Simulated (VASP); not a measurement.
Output of a VASP run:

### OSZICAR
```
       N       E                     dE             d eps       ncg     rms          rms(c)
DAV:   1     0.152432627319E+03    0.15243E+03   -0.10704E+04  1604   0.202E+03
DAV:   2     0.319083052144E+01   -0.14924E+03   -0.14468E+03  1730   0.432E+02
DAV:   3    -0.125814221911E+02   -0.15772E+02   -0.15657E+02  1796   0.126E+02
DAV:   4    -0.129692841935E+02   -0.38786E+00   -0.38765E+00  1778   0.227E+01
DAV:   5    -0.129806424917E+02   -0.11358E-01   -0.11358E-01  2056   0.376E+00    0.800E+00
DAV:   6    -0.113877765919E+02    0.15929E+01   -0.13224E+01  2302   0.491E+01    0.503E+00
DAV:   7    -0.111416178949E+02    0.24616E+00   -0.22820E+00  1794   0.996E+00    0.137E+00
DAV:   8    -0.111142579822E+02    0.27360E-01   -0.13417E-01  1604   0.338E+00    0.326E-01
DAV:   9    -0.111129928540E+02    0.12651E-02   -0.10026E-02  2286   0.953E-01    0.120E-01
DAV:  10    -0.111132484267E+02   -0.25557E-03   -0.27374E-03  1880   0.517E-01    0.774E-02
DAV:  11    -0.111131113761E+02    0.13705E-03   -0.98035E-04  2278   0.258E-01    0.131E-02
DAV:  12    -0.111131123076E+02   -0.93143E-06   -0.54467E-05  1610   0.605E-02    0.755E-03
DAV:  13    -0.111131121735E+02    0.13404E-06   -0.25223E-06  1784   0.133E-02
   1 F= -.11113112E+02 E0= -.11113035E+02  d E =-.111131E+02
```

**OUTCAR**
```
------------------------ aborting loop because EDIFF is reached ----------------------------------------
  FORCE on cell =-STRESS in cart. coord.  units (eV):
  Direction    XX          YY          ZZ          XY          YZ          ZX
  --------------------------------------------------------------------------------------
  Total        0.0069483      0.0069483      0.0069483     -0.0000000      0.0000000     -0.0000000
  in kB        0.2862275      0.2862275      0.2862275     -0.0000000      0.0000000     -0.0000000
  external PRESSURE =       0.2862275 kB  Pullay stress =       0.0000000 kB
  volume of cell :       38.89
      direct lattice vectors                 reciprocal lattice vectors
     0.000000000  2.689154711  2.689154711    -0.185932032  0.185932032  0.185932032
     2.689154711  0.000000000  2.689154711     0.185932032 -0.185932032  0.185932032
     2.689154711  2.689154711  0.000000000     0.185932032  0.185932032 -0.185932032
 POSITION                                       TOTAL-FORCE (eV/Angst)
 -----------------------------------------------------------------------------------
      0.00000      0.00000      0.00000        -0.000000     -0.000000     -0.000000
      1.34458      1.34458      1.34458         0.000000      0.000000      0.000000
 -----------------------------------------------------------------------------------
    total drift:                               -0.000000     -0.000000     -0.000000
  FREE ENERGIE OF THE ION-ELECTRON SYSTEM (eV)
  ---------------------------------------------------
  free  energy   TOTEN  =       -11.1131121735 eV

  energy  without entropy=      -11.1128816046  energy(sigma->0) =      -11.11303532

 reached required accuracy - stopping structural energy minimisation
```
(Selected blocks of OUTCAR.)

POSCAR:
```
SnO
1
   -0.0000000000     2.6891547114     2.6891547114
    2.6891547114     0.0000000000     2.6891547114
    2.6891547114     2.6891547114    -0.0000000000
Sn O
1 1
Direct
  0.0000000000   0.0000000000   0.0000000000
  0.2500000000   0.2500000000   0.2500000000
```

Task: Reconstruct the remaining input files.

Result: One answer among several that fit: the input of the run itself, PBEsol GGA, plane waves, VASP's PBE PAW potentials (set 64).

File KPOINTS:
```
K-points
0
Gamma
  11 11 11
```

INCAR:
```
ENCUT = 520   # plane-wave cut-off (eV)
EDIFFG = -0.01
ALGO = Normal   # blocked Davidson
NSW = 60   # most ionic steps
SYSTEM = SnO
ISIF = 3
LCHARG = F
LWAVE = F
ISMEAR = 1   # Methfessel-Paxton
GGA = PS   # PBEsol
SIGMA = 0.1
LMAXMIX = 4
LASPH = T   # aspherical one-centre terms
PREC = Accurate
NELM = 100
EDIFF = 1E-6   # SCF stop (eV)
LREAL = F   # projection in real space or not
IBRION = 2
```

POTCAR, in this order: Sn_d O (PBE.64 set). Program: vasp_std.

The structure was generated: SnO was put into the zinc blende type (F-43m), which need not be its known phase. It was relaxed first, which changed the volume by +47 %. The start is the result of an earlier pass.
